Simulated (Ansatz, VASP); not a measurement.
# Cross-check of Hf (Hafnium) between VASP and Ansatz

Wanted: the spread between two codes on one cell, functional and k mesh. The structure shown is the end of the Ansatz relaxation below.

Method: plane waves, with VASP 6.6.1 beside it; single point at PBEsol, in Ansatz 0.2.0.

## Step 1: The structure

Symmetry: P6_3/mmc, No. 194, hexagonal system. Conventional cell: a = 3.034 Å, b = 3.034 Å, c = 5.157 Å, α = 90.00°, β = 90.00°, γ = 120.00°. Hf has 12 Hf at 3.03 to 3.12 Å nearest.

## Step 2: Ansatz: relaxation, PBEsol

Ansatz runs on its PAW soft_1 files.

This run makes the geometry at which the two programs are then compared.

Input file input.yaml:

```yaml
crystal:
  lattice:
    - [3.0340052, 0.0, 0.0]
    - [-1.5170026, 2.6275255784, 0.0]
    - [0.0, 0.0, 5.1106343528]
  atoms:
    - { symbol: Hf, position: [0.3333333333, 0.6666666667, 0.25] }
    - { symbol: Hf, position: [0.6666666667, 0.3333333333, 0.75] }
kpoints:
  mp_grid: { grid: [15, 15, 8] }
hamiltonian:
  xc: pbesol
  pseudopotentials: { kind: paw, azcp: { folder: soft_1 }, xc_functional: pbe }
scf:
  occupations: { method: methfessel_paxton, width: 0.2 }
output:
  forces: true
  stress: true
  eigenvalues: true
relax:
  adjacent_minimum: "off"
  f_tol: 0.001
  max_steps: 60
  cell: { stress_tol: 0.01, fix: [a, b, gamma] }
```

The run is started by

```bash
ansatz run input.yaml --threads 4 --pin off --max-ram 10240MiB --backend cpu --events-out ev --progress --plain --runs-dir out
```

Numbers of over 12 decimals in the logs are rounded to 6 here.

The program printed:

```text
Engine: ansatz 0.2.0, x86_64-unknown-linux-gnu
Pseudopotentials: kind: paw
Pseudopotential: Hf, paw, valence charge 26, recommended cutoff 420 eV (normal), soft_1/Hf.paw.azcp
Functional definition: PBEsol
  exchange = pbesol_x
  correlation = pbesol_c
Crystal: 2 atoms, lattice volume = 40.742 Å³
Basis set: ecut = 420 eV, 785 PW (Γ), exchange–correlation on 48×48×72 points (8 copies of the dense FFT grid, shifted against one another)
Bands: 32, of which v1, the nominal top of the filled ones, is band 26 counted from 1 (25 counted from 0)
Symmetry: 24 space group operations
Space group: P63/mmc (ITA 194), of the structure as read, at distance tolerance 3.4e-5 Å
k-points: 135 of 1800
Non-local potential: Hf, projectors of the file, l = 0: 3, l = 1: 2, l = 2: 2, l = 3: 3
PAW form: soft (Blöchl's): semilocal exchange-correlation on the pseudo side does not see the compensation charge
PAW frozen core: Hf, regenerated for the run's functional, and the local potential with it (the file was generated under x = pbe(κ = 0.804, μ = 0.219515), c = pbe(β = 0.066725))
PAW one-centre angular grid: Hf, 590 points (default); XC on 64 Gauss nodes
Initial density: superposition of atomic densities (chi_scale 0.1, normalization cell)
Initial wavefunctions: pseudopotential atomic-orbital guess
Functional: x = pbesol(κ = 0.804, μ = 0.123457), c = pbesol(β = 0.046)
SCF iter   1: F=—  HF=-31197.736581 eV  |F-HF|=—  |Δ(HF+E_count)|=         —  Δρ=3.65e-2  dr2=6.12e-1  ethr=3.10e-3  ⟨swp⟩=5.1  Hψ=14867  notcnv=0
preconditioner: auto → Kerker (q_TF=auto, 2.842 Å⁻¹)  [metal: Δε(μ)=0.021 eV  Ē_g=16.924 eV  σ=0.200 eV  W_gap=0.09  n_scr=22 (ndim 8)  ℏωp=40.3 eV  f_vac=0.000  D(μ)=1.62/eV (n_scr^D=10)]
SCF iter   2: F=—  HF=-31197.595776 eV  |F-HF|=—  |Δ(HF+E_count)|=   1.41e-1  S|Δr|=    0.00e0  Δρ=2.23e-2  dr2=2.26e-1  ethr=1.18e-3  ⟨swp⟩=3.0  Hψ=8604  notcnv=0  defer=73
SCF iter   3: F=—  HF=-31197.546914 eV  |F-HF|=—  |Δ(HF+E_count)|=   4.89e-2  S|Δr|=    0.00e0  Δρ=9.70e-3  dr2=4.40e-2  ethr=4.35e-4  ⟨swp⟩=2.0  Hψ=6674  notcnv=0  defer=76
SCF iter   4: F=—  HF=-31197.505934 eV  |F-HF|=—  |Δ(HF+E_count)|=   4.10e-2  S|Δr|=    0.00e0  Δρ=3.15e-3  dr2=1.81e-3  ethr=8.46e-5  ⟨swp⟩=2.0  Hψ=7770  notcnv=0  defer=76
SCF iter   5: F=—  HF=-31197.507030 eV  |F-HF|=—  |Δ(HF+E_count)|=   1.10e-3  S|Δr|=    0.00e0  Δρ=6.21e-4  dr2=1.30e-4  ethr=3.47e-6  ⟨swp⟩=2.1  Hψ=5597  notcnv=0  defer=76
SCF iter   6: F=—  HF=-31197.507158 eV  |F-HF|=—  |Δ(HF+E_count)|=   1.27e-4  S|Δr|=    0.00e0  Δρ=1.10e-4  dr2=2.90e-6  ethr=2.50e-7  ⟨swp⟩=2.2  Hψ=7878  notcnv=0  defer=76
SCF iter   7: F=—  HF=-31197.507164 eV  |F-HF|=—  |Δ(HF+E_count)|=   6.21e-6  S|Δr|=    0.00e0  Δρ=2.33e-5  dr2=1.56e-7  ethr=5.57e-9  ⟨swp⟩=2.6  Hψ=8172  notcnv=0  defer=81
SCF iter   8: F=-31197.507164 eV  HF=-31197.507164 eV  |F-HF|=1.99e-9  |Δ(HF+E_count)|=   4.09e-9  S|Δr|=    0.00e0  Δρ=5.21e-6  dr2=7.27e-9  ethr=1.92e-10  ⟨swp⟩=9.5  Hψ=22940  notcnv=0
SCF 1 converged in 8 iterations: F = -31197.507164 eV  dr2 = 7.27e-9
  greatest PAW one-centre occupation: 0.998 electrons in one spin orbital (limit 2), on the Hf atom at site 1 (counted from 0), in its partial waves of l = 0
relax step   1: F+E_penalty+E_count = -31197.50716373 eV  Δ(F+E_penalty+E_count) = +0.000e0 eV  max|allowed force component| = 1.018e-16 eV/Å  Δτ_max = 0.0000 Å  P = +7.147 GPa  Ω = 40.742 Å³  fix = [a, b, gamma]  reactions: a +9.794, b +9.794 GPa  (8 SCF iters, dr2 threshold 1.00e-7 eV, accepted)
[...]
relax step   2: F+E_penalty+E_count = -31197.50741609 eV  Δ(F+E_penalty+E_count) = -2.524e-4 eV  max|allowed force component| = 1.480e-16 eV/Å  Δτ_max = 0.0000 Å  P = +4.865 GPa  Ω = 41.446 Å³  energy of the carried Pulay correction = -2.402e-4 eV  fix = [a, b, gamma]  reactions: a +8.077, b +8.077 GPa  (5 SCF iters, dr2 threshold 2.00e-7 eV, accepted)
[...]
relax step   3: F+E_penalty+E_count = -31197.50915657 eV  Δ(F+E_penalty+E_count) = -1.740e-3 eV  max|allowed force component| = 2.683e-16 eV/Å  Δτ_max = 0.0000 Å  P = +5.882 GPa  Ω = 41.124 Å³  energy of the carried Pulay correction = -1.309e-4 eV  fix = [a, b, gamma]  reactions: a +8.848, b +8.848 GPa  (5 SCF iters, dr2 threshold 2.00e-7 eV, accepted)
[...]
relax step   4: F+E_penalty+E_count = -31197.50916190 eV  Δ(F+E_penalty+E_count) = -5.330e-6 eV  max|allowed force component| = 9.252e-17 eV/Å  Δτ_max = 0.0000 Å  P = +5.916 GPa  Ω = 41.113 Å³  energy of the carried Pulay correction = -1.273e-4 eV  fix = [a, b, gamma]  reactions: a +8.874, b +8.874 GPa  (3 SCF iters, dr2 threshold 6.67e-9 eV, accepted)
[...]
relax step   5: F+E_penalty+E_count = -31197.50929136 eV  Δ(F+E_penalty+E_count) = -1.295e-4 eV  max|allowed force component| = 1.758e-16 eV/Å  Δτ_max = 0.0000 Å  P = +5.917 GPa  Ω = 41.113 Å³  fix = [a, b, gamma]  reactions: a +8.875, b +8.875 GPa  stress off target by 2.61e-3 GPa on what of the cell is left free  SCF on the basis re-selected at this cell (its energy is not comparable with the rows above)  (7 SCF iters)
basis re-selected at this cell: Δ(F+E_penalty+E_count) = -1.295e-4 eV, ΔP = +0.001 GPa vs the last step (what re-selecting the basis moved, of the pressure what is left beyond the Pulay correction that the steps carried, after the strain that the cell walked since its last selection, with what the two solves' SCF thresholds leave and, on support functions, any second-order correction that the steps lacked; it is no m [...]
SCF converged after 7 iterations
Stability not checked: this state was not tested for a lower state beside it, because cold or Methfessel-Paxton smearing, or corrected tetrahedra, fill the levels in a way that the test cannot read (fill_not_monotonic; see scf.lower_state_search)
Free energy (F): -31197.509291 eV
Harris-Foulkes:  -31197.509291 eV  (|F-HF|=1.09e-11)
Internal energy: -31197.509829 eV  (E = F + TS)
E sigma→0 (E₀):  -31197.509426 eV
Entropy (-TS):   0.000538 eV (0.269 meV/atom)
Fermi energy:    19.738604 eV
--- Per-component energies (eV) ---
  E_band       = 74.929240
  E_kinetic    = 825.678032
  E_local      = -12177.546897  (includes V_loc(G=0)·N_el)
  E_nonlocal   = 128.775751
  E_hartree    = 5966.767410
  E_xc         = -531.629522
  E_vxc        = -512.323639  (∫ρ·V_xc dr)
  E_paw        = -15151.396701  (= ΣΔE_a)
  E_vpaw       = -123.189025  (= ΣTr[D̂ρ^β])
  E_aug_tail   = 0.000190  (compensation charges beyond the density's cutoff)
  E_ewald      = -10260.660203
  E_core_change = 2.502112  (= ΣΔE_core)
  E_smearing   = 0.000538  (= −TS)
  E_closure    = -0.000000  (closes the sum)
  Σ components = -31197.509291   (vs F -31197.509291, Δ=0.00e0)
--- Forces (eV/Å), atoms counted from 1 ---
  atom   1  Hf     0.00000000    -0.00000000     0.00000000
  atom   2  Hf     0.00000000     0.00000000     0.00000000
  max |Σ_I F_I| component: 5.55e-17 eV/Å
--- Stress (GPa, compression-positive) ---
        8.874705       0.000000       0.000000
        0.000000       8.874705       0.000000
        0.000000       0.000000       0.002611
  P = ⅓ Tr σ = 5.9173 GPa (59.173 kbar)
--- Band table (eV; the first three rows and the last of 135) ---
  k-point 0: bands = [... 22 lower, 12.0918, 15.5926, 20.1432, 20.4887, 21.0827, 21.0827, 21.7997, 21.7997, ... 2 higher]
  k-point 1: bands = [... 22 lower, 12.2342, 15.5172, 19.9587, 20.3864, 21.0443, 21.0443, 21.7163, 21.7163, ... 2 higher]
  k-point 2: bands = [... 22 lower, 12.6442, 15.2471, 19.6053, 20.1170, 20.9859, 20.9859, 21.5116, 21.5116, ... 2 higher]
  k-point 134: bands = [... 22 lower, 17.9077, 17.9077, 18.2636, 18.2636, 19.6935, 19.6935, 22.1820, 22.1820, ... 2 higher]
--- Relaxed structure (4 steps of the walk, 4 accepted, 1 SCFs on fresh bases) ---
  F+E_penalty+E_count = -31197.50929136 eV   max|allowed force component| = 1.758e-16 eV/Å   (the final SCF, on the basis selected at the relaxed cell)
  cell:  # Å, volume = 41.1133 Å³
    - [3.034005, 0, 0.0]
    - [-1.517003, 2.627526, 0.0]
    - [0.0, 0.0, 5.157261]
  atoms:
    - { symbol: Hf, position: [0.333333, 0.666667, 0.25] }
    - { symbol: Hf, position: [0.666667, 0.333333, 0.750000] }
```

## Step 3: VASP: single point, PBEsol, pair 1

The same cell, functional, mesh and smearing now go to VASP, with its own data sets.

Lines of VASP's logs that name or quote its potential files are left out, and so is its time.

Input file INCAR:

```
SYSTEM = Hf
PREC = Accurate
ENCUT = 500
EDIFF = 1E-06
NELM = 120
ISMEAR = 1
SIGMA = 0.2
LREAL = .FALSE.
ALGO = Normal
GGA = PS
NBANDS = 16
LASPH = .TRUE.
LORBIT = 11
LWAVE = .FALSE.
LCHARG = .FALSE.
ISIF = 2
GGA_COMPAT = .FALSE.
KPAR = 2
```

Input file POSCAR:

```
Hf
1.0
    3.0340052000      0.0000000000      0.0000000000
   -1.5170026000      2.6275255784      0.0000000000
    0.0000000000      0.0000000000      5.1572607761
Hf
2
Direct
    0.3333333334      0.6666666668      0.2500000000
    0.6666666668      0.3333333334      0.7500000000
```

Input file KPOINTS:

```
Automatic mesh
0
Gamma
15 15 8
0 0 0
```

PAW data sets: Hf_pv (PBE family, release 64).

The run is started by

```bash
mpirun -np 2 vasp_std
```

The program printed:

```text
[banner, memory and clock lines left out]
running    2 mpi-ranks, on    1 nodes
 distrk:  each k-point on    1 cores,    2 groups
 distr:  one band on    1 cores,    1 groups

 POSCAR found type information on POSCAR Hf
 POSCAR found :  1 types and       2 ions
|                                                                             |
|               ----> ADVICE to this user running VASP <----                  |
|                                                                             |
|     You enforced a specific xc type in the INCAR file but a different       |
|     [... a line on the potential file left out ...]
|     I HOPE YOU KNOW WHAT YOU ARE DOING!                                     |
|                                                                             |

 LDA part: xc-table for (Slater+PW92), standard interpolation
 POSCAR, INCAR and KPOINTS ok, starting setup
 FFT: planning ... GRIDC
 FFT: planning ... GRID_SOFT
 FFT: planning ... GRID
 WAVECAR not read
 entering main loop
       N       E                     dE             d eps       ncg     rms          rms(c)
DAV:   1     0.474385538702E+02    0.47439E+02   -0.11344E+04  4344   0.117E+03
DAV:   2    -0.200211128412E+02   -0.67460E+02   -0.65997E+02  5760   0.253E+02
DAV:   3    -0.215807868008E+02   -0.15597E+01   -0.15499E+01  5632   0.265E+01
DAV:   4    -0.215916659597E+02   -0.10879E-01   -0.10878E-01  5376   0.271E+00
DAV:   5    -0.215917867060E+02   -0.12075E-03   -0.12074E-03  5616   0.238E-01    0.688E+01
DAV:   6    -0.210979928634E+02    0.49379E+00   -0.42512E-01  5096   0.444E+00    0.406E+01
DAV:   7    -0.209213803018E+02    0.17661E+00   -0.70378E-01  5216   0.551E+00    0.180E+00
DAV:   8    -0.209129141819E+02    0.84661E-02   -0.43172E-02  5072   0.146E+00    0.417E-01
DAV:   9    -0.209130105054E+02   -0.96323E-04   -0.96222E-04  5808   0.226E-01    0.187E-01
DAV:  10    -0.209130044477E+02    0.60577E-05   -0.41863E-05  5176   0.481E-02    0.214E-01
DAV:  11    -0.209130054977E+02   -0.10500E-05   -0.53722E-06  5096   0.168E-02    0.530E-03
DAV:  12    -0.209130055161E+02   -0.18426E-07   -0.34212E-07  2904   0.438E-03
   1 F= -.20913006E+02 E0= -.20913158E+02  d E =0.456798E-03
```

Parts of OUTCAR (step 3):

```text
ion  position               nearest neighbor table
   1  0.333  0.667  0.250-   2 3.12   2 3.12   2 3.12   2 3.12   2 3.12   2 3.12
   2  0.667  0.333  0.750-   1 3.12   1 3.12   1 3.12   1 3.12   1 3.12   1 3.12

  LATTYP: Found a hexagonal cell.
 ALAT       =     3.0340052000
 C/A-ratio  =     1.6998193596

 Subroutine GETGRP returns: Found 24 space group operations
 (whereof 12 operations were pure point group operations)

The static configuration has the point symmetry D_3d.
 The point group associated with its full space group is D_6h.

 Found    135 irreducible k-points:

   k-points           NKPTS =    135   k-points in BZ     NKDIM =    135   number of bands    NBANDS=     16

   dimension x,y,z NGX =    24 NGY =   24 NGZ =   40
   dimension x,y,z NGXF=    48 NGYF=   48 NGZF=   80

   ENCUT  =  500.0 eV  36.75 Ry    6.06 a.u.   5.53  5.53  9.40*2*pi/ulx,y,z

   NELECT =      20.0000    total number of electrons

 k-points in reciprocal lattice and weights: Automatic mesh
   0.00000000  0.00000000  0.00000000       0.001
   0.06666667 -0.00000000  0.00000000       0.003
   0.13333333 -0.00000000  0.00000000       0.003
   0.20000000 -0.00000000  0.00000000       0.003
   0.26666667 -0.00000000  0.00000000       0.003
   0.33333333 -0.00000000  0.00000000       0.003
   0.40000000 -0.00000000  0.00000000       0.003
   0.46666667 -0.00000000  0.00000000       0.003
   0.06666667  0.06666667  0.00000000       0.003
[...]
0.33333333  0.26666667  0.50000000       0.007
   0.33333333  0.33333333  0.50000000       0.001

 average (electrostatic) potential at core
       1 -36.2761       2 -36.2761

 E-fermi :   5.3365

 k-point     1 :       0.0000    0.0000    0.0000
  band No.  band energies     occupation
    ...
      4     -24.5395      2.00000
      5     -24.4312      2.00000
      6     -24.4312      2.00000
      7      -2.3137      2.00000
      8       1.1942      2.00000
      9       5.7450     -0.01390
     10       6.0997     -0.00000
     11       6.6969     -0.00000
     12       6.6969     -0.00000
     13       7.4143     -0.00000
    ...

 k-point     2 :       0.0667   -0.0000    0.0000
  band No.  band energies     occupation
    ...
      4     -24.5433      2.00000
      5     -24.4752      2.00000
      6     -24.4381      2.00000
      7      -2.1548      2.00000
      8       1.3620      2.00000
      9       5.5609     -0.06718
     10       5.9814     -0.00005
     11       6.7120     -0.00000
     12       6.8486     -0.00000
     13       7.2333     -0.00000
    ...

 k-point     3 :       0.1333   -0.0000    0.0000
  band No.  band energies     occupation
    ...
      5     -24.5552      2.00000
      6     -24.4581      2.00000
      7      -1.6973      2.00000
      8       1.8298      2.00000
      9       5.0862      2.07070
     10       5.5732     -0.07037
     11       6.6645     -0.00000
     12       7.0575     -0.00000
     13       7.2983     -0.00000
     14       7.9491     -0.00000
    ...

  Total        2.1984080      2.1984080     -0.1139898      0.0000000     -0.0000000      0.0000000
  in kB       85.6715298     85.6715298     -4.4421589      0.0000000     -0.0000000      0.0000000
  external PRESSURE =      55.6336336 kB  Pullay stress =       0.0000000 kB

  energy-cutoff  :      500.00
  volume of cell :       41.11
      direct lattice vectors                 reciprocal lattice vectors
     3.034005200  0.000000000  0.000000000     0.329597326  0.190293105  0.000000000
    -1.517002600  2.627525578  0.000000000     0.000000000  0.380586209  0.000000000
     0.000000000  0.000000000  5.157260776     0.000000000  0.000000000  0.193901384

 POSITION                                       TOTAL-FORCE (eV/Angst)
 -----------------------------------------------------------------------------------
      0.00000      1.75168      1.28932        -0.000000     -0.000000      0.000000
      1.51700      0.87584      3.86795         0.000000      0.000000      0.000000
 -----------------------------------------------------------------------------------
    total drift:                               -0.000000     -0.000000      0.000000

  FREE ENERGIE OF THE ION-ELECTRON SYSTEM (eV)
  ---------------------------------------------------
  free  energy   TOTEN  =       -20.9130055161 eV

  energy  without entropy=      -20.9134623145  energy(sigma->0) =      -20.91315778

 total charge
# of ion       s       p       d       tot
------------------------------------------
    1        0.413   6.415   1.678   8.506
    2        0.413   6.415   1.678   8.506
--------------------------------------------------
tot          0.826  12.830   3.356  17.012

[... 3 further parts left out ...]
```

The run ends at a pressure of 5.56 GPa.

## Step 4: Side by side

Known differences besides the potentials themselves: the data sets hold 52 valence electrons in Ansatz (on its PAW soft_1 files) and 20 in VASP; the cutoff is 420 eV in Ansatz and 500 eV in VASP; Ansatz makes its cores anew for this functional, VASP keeps those of its PBE data sets; Ansatz's pressure holds a Pulay correction, VASP's none. Total energies have different zeros and are not compared.

Both answers:

| quantity | Ansatz | VASP | difference |
| --- | --- | --- | --- |
| pressure (GPa) | 5.92 | 5.56 | +0.35 |

## Step 5: Ansatz: relaxation, PBEsol

This run makes the geometry at which the two programs are then compared. The cell compared in this pair holds 41.59 Å³, against 41.11 Å³ for the pair before.

The structure compared here is the end of the Ansatz relaxation.

input.yaml: that of step 2 with these lines changed.

```diff
@@ -2,5 +2,5 @@
   lattice:
-    - [3.0340052, 0.0, 0.0]
-    - [-1.5170026, 2.6275255784, 0.0]
-    - [0.0, 0.0, 5.1106343528]
+    - [3.0656094208, 0.0, 0.0]
+    - [-1.5328047104, 2.6548956365, 0.0]
+    - [0.0, 0.0, 5.069856391]
   atoms:
```

The run is started by

```bash
ansatz run input.yaml --threads 4 --pin off --max-ram 10240MiB --backend cpu --events-out ev --progress --plain --runs-dir out
```

The program printed:

```text
[...]
Crystal: 2 atoms, lattice volume = 41.263 Å³
Basis set: ecut = 420 eV, 785 PW (Γ), exchange–correlation on 48×48×72 points (8 copies of the dense FFT grid, shifted against one another)
Bands: 32, of which v1, the nominal top of the filled ones, is band 26 counted from 1 (25 counted from 0)
Symmetry: 24 space group operations
[...]
k-points: 135 of 1800
[...]
k-point 134: bands = [... 22 lower, 17.6529, 17.6529, 18.0032, 18.0032, 19.4202, 19.4202, 21.9801, 21.9801, ... 2 higher]
--- Relaxed structure (4 steps of the walk, 4 accepted, 1 SCFs on fresh bases) ---
[...]
cell:  # Å, volume = 41.5948 Å³
    - [3.065609, 0, 0.0]
    - [-1.532805, 2.654896, 0.0]
    - [0.0, 0.0, 5.110634]
  atoms:
    - { symbol: Hf, position: [0.333333, 0.666667, 0.250000] }
    - { symbol: Hf, position: [0.666667, 0.333333, 0.75] }
[key lines of the parts left out:]
SCF converged after 7 iterations
Free energy (F): -31197.551063 eV
Fermi energy:    19.503714 eV
P = ⅓ Tr σ = 4.4824 GPa (44.824 kbar)
```

(Part 1 of 2 ends here.)

[Lines on the potential files, build, host, timing and source positions are cut from VASP's logs without a mark.]

[Logs are printed without paths, hosts, clocks, repeated set-up lines and the standing remarks that a program may print on its own settings, such as how far it seeks lower states.]

[Hosts, paths, dates, database ids (printed as entryN), source tags and the programs' standing remarks are cut or masked in the printed files.]
